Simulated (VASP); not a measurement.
Data:

```
CELL_PARAMETERS angstrom
      2.83206     0.00000     0.00000
      0.00000     2.83206     0.00000
      0.00000     0.00000     2.83206
ATOMIC_POSITIONS crystal
  Al 0.50000 0.50000 0.50000
  Ni 0.00000 0.00000 0.00000
```

Level of theory: PBE GGA with D3 dispersion (zero damping), VASP's PBE PAW potentials (set 64) (plane waves; VASP). Settings: 520 eV cut-off, 13×13×13 Γ-centred mesh, first-order Methfessel-Paxton smearing of 0.10 eV, potentials Al Ni.

Q: Estimate the energy per atom (σ→0), pressure, band gap (on the k-mesh) with the smallest direct gap where there is one.

A: 
band gap (on the k-mesh): none (metal, semimetal or under 0.01 eV)
energy per atom (σ→0): -539.6 kJ/mol of atoms
pressure: 5.14 GPa

Total energies compare only between runs with the same potentials, cut-off and functional.

The compound is NiAl in the CsCl type structure. This cell is one point of a volume scan, at 0.97 of the reference volume. The run is not spin-polarised, so no magnetic state was tried. The electron count is odd and the run is not spin-polarised, which forces a metal.
